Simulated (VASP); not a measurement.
These are PBE GGA, VASP's PBE PAW potentials (set 64) (plane waves; VASP) values and carry that method's errors.

VASP input:

**INCAR**
```
! general
SYSTEM =Tm
PREC   =Accurate
ENCUT  =400
LREAL  =.FALSE.
LASPH  =.TRUE.

! electronic loop
EDIFF  =1E-6
NELM   =100
ALGO   =Normal
LMAXMIX=6

! smearing
ISMEAR =1
SIGMA  =0.1

! functional
GGA    =PE

! ions
ISIF   =2

! output
LWAVE  =.FALSE.
LCHARG =.FALSE.
```

File POSCAR:
```
Tm
1.0
  1.7841230000  -3.1452920000   0.0000000000
  1.7841230000   3.1452920000   0.0000000000
  0.0000000000   0.0000000000   5.4315560000
Tm
2
direct
  0.3333330000   0.6666670000   0.2500000000
  0.6920190000   0.3586850000   0.7500000000
```

**KPOINTS**
```
Automatic mesh
0
Monkhorst-Pack
13 13 7
0 0 0
```

POTCAR, in this order: Tm_3 (PBE.64 set). Program: vasp_std.

Output

File OSZICAR:
```
       N       E                     dE             d eps       ncg     rms          rms(c)
DAV:   1     0.533135557939E+02    0.53314E+02   -0.75454E+03  8944   0.109E+03
DAV:   2    -0.507718070097E+01   -0.58391E+02   -0.57357E+02  9349   0.346E+02
DAV:   3    -0.882428983736E+01   -0.37471E+01   -0.34675E+01 14637   0.546E+01
DAV:   4    -0.892800920058E+01   -0.10372E+00   -0.99672E-01 14136   0.750E+00
DAV:   5    -0.892938513081E+01   -0.13759E-02   -0.13735E-02 12570   0.766E-01    0.237E+01
DAV:   6    -0.892349193523E+01    0.58932E-02   -0.33757E-02 13983   0.219E+00    0.141E+01
DAV:   7    -0.893602795807E+01   -0.12536E-01   -0.59733E-02 13610   0.284E+00    0.379E-01
DAV:   8    -0.893577169109E+01    0.25627E-03   -0.34623E-03 11500   0.530E-01    0.903E-02
DAV:   9    -0.893578920867E+01   -0.17518E-04   -0.26034E-04 14664   0.170E-01    0.318E-02
DAV:  10    -0.893578205138E+01    0.71573E-05   -0.30206E-05 12876   0.501E-02    0.406E-02
DAV:  11    -0.893578273551E+01   -0.68413E-06   -0.32638E-06 10120   0.176E-02
   1 F= -.89357827E+01 E0= -.89355075E+01  d E =-.825755E-03
```

**OUTCAR**
```
------------------------ aborting loop because EDIFF is reached ----------------------------------------
  FORCE on cell =-STRESS in cart. coord.  units (eV):
  Direction    XX          YY          ZZ          XY          YZ          ZX
  --------------------------------------------------------------------------------------
  Total       -0.0595887     -0.4947003      0.4565355     -0.1294032      0.0000000      0.0000000
  in kB       -1.5661552    -13.0020766     11.9990029     -3.4010700      0.0000000      0.0000000
  external PRESSURE =      -0.8564096 kB  Pullay stress =       0.0000000 kB
  volume of cell :       60.96
      direct lattice vectors                 reciprocal lattice vectors
     1.784123000 -3.145292000  0.000000000     0.280249736 -0.158967752  0.000000000
     1.784123000  3.145292000  0.000000000     0.280249736  0.158967752  0.000000000
     0.000000000  0.000000000  5.431556000     0.000000000  0.000000000  0.184109305
 POSITION                                       TOTAL-FORCE (eV/Angst)
 -----------------------------------------------------------------------------------
      1.78412      1.04843      1.35789         0.126872     -0.026163      0.000000
      1.87459     -1.04843      4.07367        -0.126872      0.026163      0.000000
 -----------------------------------------------------------------------------------
    total drift:                                0.000003     -0.000000      0.000000
  FREE ENERGIE OF THE ION-ELECTRON SYSTEM (eV)
  ---------------------------------------------------
  free  energy   TOTEN  =        -8.9357827355 eV

  energy  without entropy=       -8.9349569805  energy(sigma->0) =       -8.93550748
```
(Selected blocks of OUTCAR.)

File OUTCAR:
```
 val. band max:        2.8409398344   @ k =  -0.3846   0.3077   0.4286

 cond. band min:       2.8414143219   @ k =   0.1538  -0.4615  -0.4286


 Fermi energy:         2.8412610614

 k-point     1 :       0.0000    0.0000    0.0000
  band No.  band energies     occupation
      1     -22.8710      2.00000
      2     -22.4180      2.00000
      3     -22.3916      2.00000
      4     -22.3047      2.00000
      5     -22.2893      2.00000
      6     -22.2366      2.00000
      7      -2.8040      2.00000
      8       0.6477      2.00000
      9       3.9781     -0.00000
     10       4.6623     -0.00000
     11       4.9419      0.00000
     12       5.3889      0.00000
     13       5.5019      0.00000

 k-point     2 :       0.0769    0.0000    0.0000
  band No.  band energies     occupation
      1     -22.8599      2.00000
      2     -22.4341      2.00000
      3     -22.4011      2.00000
      4     -22.3097      2.00000
      5     -22.3059      2.00000
      6     -22.2431      2.00000
      7      -2.6665      2.00000
      8       0.7819      2.00000
      9       3.8454     -0.00000
     10       4.4468     -0.00000
     11       4.9303      0.00000
     12       5.4685      0.00000
     13       5.5447      0.00000

 k-point     3 :       0.0000    0.0769    0.0000
  band No.  band energies     occupation
      1     -22.8611      2.00000
      2     -22.4252      2.00000
      3     -22.4098      2.00000
      4     -22.3213      2.00000
      5     -22.2944      2.00000
      6     -22.2419      2.00000
      7      -2.6675      2.00000
      8       0.7772      2.00000
      9       3.8232     -0.00000
     10       4.5233     -0.00000
     11       4.8399     -0.00000
     12       5.3446      0.00000
     13       5.5705      0.00000

 k-point     4 :       0.1538    0.0000    0.0000
  band No.  band energies     occupation
      1     -22.8278      2.00000
      2     -22.4821      2.00000
      3     -22.4231      2.00000
...
```

The 4f electrons are frozen in the core of the lanthanide potential, so 4f levels, which can set the real gap, and their magnetism are missing.

The compound is Tm in the hcp structure. The cell was not relaxed at this level, atoms are displaced from their ideal sites. The run is one of a series of settings (KPOINTS 13×13×7 Monkhorst-Pack mesh against the base run), some of them coarse on purpose.
